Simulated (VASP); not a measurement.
Here is the system:

```
CELL_PARAMETERS angstrom
      4.92156     0.00000     0.00000
      0.00000     5.58286     0.00000
      0.00000     0.00000     2.68392
ATOMIC_POSITIONS crystal
  Fe 0.50000 0.50000 0.50000
  Fe 0.00000 0.00000 0.00000
  P  0.32861 0.86672 0.50000
  P  0.67139 0.13328 0.50000
  P  0.82861 0.63328 0.00000
  P  0.17139 0.36672 0.00000
```

Calculation: PBEsol GGA, VASP's PBE PAW potentials (set 64) (plane waves; VASP). Numerical set-up: 400 eV cut-off, Gaussian smearing of 0.050 eV, potentials Fe P.

Q: Give the energies of bands 8 to 21 at the high-symmetry points, in eV from the valence-band maximum.

A: 
```json
[
 {"band": "8", "Γ": "-4.24", "X": "-2.89", "S": "-3.71", "Y": "-4.16", "Z": "-4.93", "U": "-5.28", "R": "-5.94", "T": "-3.82"},
 {"band": "9", "Γ": "-3.47", "X": "-2.75", "S": "-2.52", "Y": "-2.70", "Z": "-3.04", "U": "-3.72", "R": "-3.29", "T": "-3.55"},
 {"band": "10", "Γ": "-3.22", "X": "-2.75", "S": "-2.52", "Y": "-2.70", "Z": "-3.04", "U": "-3.72", "R": "-3.29", "T": "-3.55"},
 {"band": "11", "Γ": "-2.08", "X": "-1.37", "S": "-1.55", "Y": "-1.62", "Z": "-2.62", "U": "-3.39", "R": "-2.83", "T": "-2.86"},
 {"band": "12", "Γ": "-1.59", "X": "-1.37", "S": "-1.55", "Y": "-1.62", "Z": "-2.62", "U": "-3.39", "R": "-2.83", "T": "-2.86"},
 {"band": "13", "Γ": "-1.32", "X": "-1.28", "S": "-1.41", "Y": "-1.27", "Z": "-2.35", "U": "-2.45", "R": "-1.45", "T": "-1.79"},
 {"band": "14", "Γ": "-1.25", "X": "-1.28", "S": "-1.41", "Y": "-1.27", "Z": "-2.35", "U": "-2.45", "R": "-1.45", "T": "-1.79"},
 {"band": "15", "Γ": "-0.73", "X": "-0.83", "S": "-0.98", "Y": "-0.44", "Z": "-1.12", "U": "-1.27", "R": "-0.97", "T": "-1.32"},
 {"band": "16", "Γ": "-0.38", "X": "-0.83", "S": "-0.98", "Y": "-0.44", "Z": "-1.12", "U": "-1.27", "R": "-0.97", "T": "-1.32"},
 {"band": "17", "Γ": "-0.17", "X": "-0.13", "S": "-0.09", "Y": "-0.17", "Z": "-0.56", "U": "-0.64", "R": "-0.07", "T": "-0.18"},
 {"band": "18", "Γ": "0.00", "X": "-0.13", "S": "-0.09", "Y": "-0.17", "Z": "-0.56", "U": "-0.64", "R": "-0.07", "T": "-0.18"},
 {"band": "19", "Γ": "2.33", "X": "3.75", "S": "2.06", "Y": "2.89", "Z": "0.74", "U": "1.25", "R": "0.98", "T": "0.78"},
 {"band": "20", "Γ": "2.80", "X": "3.75", "S": "2.06", "Y": "2.89", "Z": "0.74", "U": "1.25", "R": "0.98", "T": "0.78"},
 {"band": "21", "Γ": "4.75", "X": "4.33", "S": "5.10", "Y": "3.54", "Z": "2.44", "U": "2.35", "R": "2.57", "T": "1.60"}
]
```

The gap is indirect, 0.40 eV, from the valence maximum at Γ to the conduction minimum at Γ-Z at 0.50.

The structure comes from a computed database's FeP2 entry (Pnnm); how it stands against other phases isn't given here. It was relaxed first. The run is not spin-polarised, so no magnetic state was tried.
